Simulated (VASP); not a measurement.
Here is a VASP 6.6.1 calculation.

Contents of INCAR:

```
PREC = Accurate
ENCUT = 520
EDIFF = 1E-6
ISMEAR = 0
SIGMA = 0.01
LREAL = F
LASPH = T
NELM = 60
ALGO = Normal
ISIF = 2
LWAVE = F
LCHARG = F
GGA = RE
IBRION = 2
NSW = 60
EDIFFG = -0.01
```

File KPOINTS:

```
regular mesh
0
Gamma
  1 1 1
```

The input POSCAR:

```
Si2H3Cl3
1.0
   12.0000000000      0.0000000000      0.0000000000
    0.0000000000     13.0000000000      0.0000000000
    0.0000000000      0.0000000000     15.0000000000
Cl Si H
3 2 3
Cartesian
    5.6060499600      6.7456499500     10.1307000000
    4.6016499600      4.6467500300      6.6730999500
    6.7214499600      6.5796499600      4.9372999500
    5.9704500000      7.5380500000      8.2684000500
    6.3093500400      5.7698500600      6.7770000000
    7.1788500000      8.3952499800      8.3461999500
    4.7979500400      8.3404500400      7.8456000000
    7.4243499600      4.8652500000      7.1347000500
```

Potentials or basis: VASP PAW PBE potentials, release 64 (Cl, Si, H).

The run is started by

```console
$ cat potpaw_PBE.64/Cl/POTCAR potpaw_PBE.64/Si/POTCAR potpaw_PBE.64/H/POTCAR > POTCAR
$ mpirun -np 1 vasp_gam > vasp.out
```

Q: Predict the gap between the frontier levels.

A: 5.04 eV.

Q: What does it give for the energy gained by relaxing?

A: 2.4 meV/atom.

Step by step:
```csv
step,energy change (eV),largest force (eV/Å),pressure (GPa)
1,0.0000,0.3887,0.08
2,-0.0121,0.2901,0.02
3,-0.0122,0.2746,0.02
4,-0.0158,0.0541,0.00
5,-0.0158,0.0549,0.00
6,-0.0163,0.0474,0.00
7,-0.0170,0.1055,0.00
8,-0.0172,0.0886,0.00
9,-0.0178,0.0413,0.00
10,-0.0178,0.0914,-0.01
11,-0.0180,0.0534,-0.01
12,-0.0181,0.0279,0.00
13,-0.0182,0.0220,0.00
14,-0.0183,0.0177,0.00
15,-0.0183,0.0340,0.00
16,-0.0184,0.0251,-0.01
17,-0.0184,0.0120,-0.01
18,-0.0184,0.0150,-0.01
19,-0.0185,0.0122,-0.01
20,-0.0185,0.0187,-0.01
21,-0.0186,0.0128,-0.01
22,-0.0186,0.0261,-0.01
23,-0.0186,0.0224,-0.01
24,-0.0187,0.0110,-0.01
25,-0.0187,0.0314,0.00
26,-0.0187,0.0248,0.00
27,-0.0187,0.0204,0.00
28,-0.0187,0.0151,0.00
29,-0.0187,0.0168,0.00
30,-0.0187,0.0160,0.00
31,-0.0188,0.0128,0.00
32,-0.0188,0.0145,-0.01
33,-0.0188,0.0200,-0.01
34,-0.0188,0.0144,-0.01
35,-0.0188,0.0088,-0.01
```

Caveat: the PAW data sets were made with another functional, which shifts forces and pressure a little. As with any semilocal functional, this revPBE gap is likely too small.
